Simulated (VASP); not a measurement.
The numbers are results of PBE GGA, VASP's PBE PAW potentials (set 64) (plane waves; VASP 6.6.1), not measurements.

Input for VASP

### INCAR
```
SYSTEM = SrCl2
PREC = Accurate; ENCUT = 480; LREAL = F
LASPH = T
EDIFF = 1E-6; NELM = 100; ALGO = Normal
LMAXMIX = 4
ISMEAR = 0; SIGMA = 0.05
GGA = PE
IBRION = 2; NSW = 60; ISIF = 3
EDIFFG = -0.02
LWAVE = F; LCHARG = F
```

### KPOINTS
```
Automatic mesh
0
G
  5 5 5
0 0 0
```

POSCAR:
```
SrCl2
1
   -0.0000000000     3.5191545536     3.5191545536
    3.5191545536     0.0000000000     3.5191545536
    3.5191545536     3.5191545536    -0.0000000000
Sr Cl
1 2
Direct
  0.0000000000   1.0000000000   1.0000000000
  0.2500000000   0.2500000000   0.2500000000
  0.7500000000   0.7500000000   0.7500000000
```

POTCAR, in this order: Sr_sv Cl (PBE.64 set). Program: vasp_std.

Output of the run:

### OSZICAR
```
       N       E                     dE             d eps       ncg     rms          rms(c)
DAV:   1     0.138309059104E+03    0.13831E+03   -0.11389E+04   320   0.128E+03
DAV:   2    -0.457753863928E+01   -0.14289E+03   -0.14106E+03   432   0.236E+02
DAV:   3    -0.128475961907E+02   -0.82701E+01   -0.82641E+01   448   0.615E+01
DAV:   4    -0.130734135469E+02   -0.22582E+00   -0.22576E+00   544   0.793E+00
DAV:   5    -0.130776773728E+02   -0.42638E-02   -0.42638E-02   472   0.796E-01    0.123E+01
DAV:   6    -0.127720208829E+02    0.30566E+00   -0.81703E-01   408   0.516E+00    0.807E+00
DAV:   7    -0.127817569245E+02   -0.97360E-02   -0.45311E-01   496   0.420E+00    0.211E+00
DAV:   8    -0.127876985409E+02   -0.59416E-02   -0.61515E-02   384   0.149E+00    0.327E-01
DAV:   9    -0.127891690921E+02   -0.14706E-02   -0.26846E-03   456   0.318E-01    0.120E-01
DAV:  10    -0.127905400031E+02   -0.13709E-02   -0.11513E-03   360   0.226E-01    0.304E-02
DAV:  11    -0.127906197955E+02   -0.79792E-04   -0.90867E-05   496   0.553E-02    0.359E-02
DAV:  12    -0.127906325516E+02   -0.12756E-04   -0.16305E-05   368   0.232E-02    0.925E-03
DAV:  13    -0.127906350735E+02   -0.25219E-05   -0.55845E-06   440   0.132E-02    0.334E-03
DAV:  14    -0.127906349932E+02    0.80298E-07   -0.30678E-07   320   0.404E-03
   1 F= -.12790635E+02 E0= -.12790635E+02  d E =-.127906E+02
```

File OUTCAR:
```
------------------------ aborting loop because EDIFF is reached ----------------------------------------
  FORCE on cell =-STRESS in cart. coord.  units (eV):
  Direction    XX          YY          ZZ          XY          YZ          ZX
  --------------------------------------------------------------------------------------
  Total        0.0449079      0.0449079      0.0449079      0.0000000      0.0000000      0.0000000
  in kB        0.8254458      0.8254458      0.8254458      0.0000000      0.0000000      0.0000000
  external PRESSURE =       0.8254458 kB  Pullay stress =       0.0000000 kB
  volume of cell :       87.17
      direct lattice vectors                 reciprocal lattice vectors
     0.000000000  3.519154554  3.519154554    -0.142079580  0.142079580  0.142079580
     3.519154554  0.000000000  3.519154554     0.142079580 -0.142079580  0.142079580
     3.519154554  3.519154554  0.000000000     0.142079580  0.142079580 -0.142079580
 POSITION                                       TOTAL-FORCE (eV/Angst)
 -----------------------------------------------------------------------------------
      0.00000      0.00000      0.00000         0.000000     -0.000000      0.000000
      1.75958      1.75958      1.75958         0.000000      0.000000      0.000000
      5.27873      5.27873      5.27873        -0.000000     -0.000000     -0.000000
 -----------------------------------------------------------------------------------
    total drift:                                0.000000      0.000000      0.000000
  FREE ENERGIE OF THE ION-ELECTRON SYSTEM (eV)
  ---------------------------------------------------
  free  energy   TOTEN  =       -12.7906349932 eV

  energy  without entropy=      -12.7906349932  energy(sigma->0) =      -12.79063499

 reached required accuracy - stopping structural energy minimisation
```
(Selected blocks of OUTCAR.)

The compound is SrCl2 in the fluorite structure. It was relaxed first. The start is the result of an earlier pass.
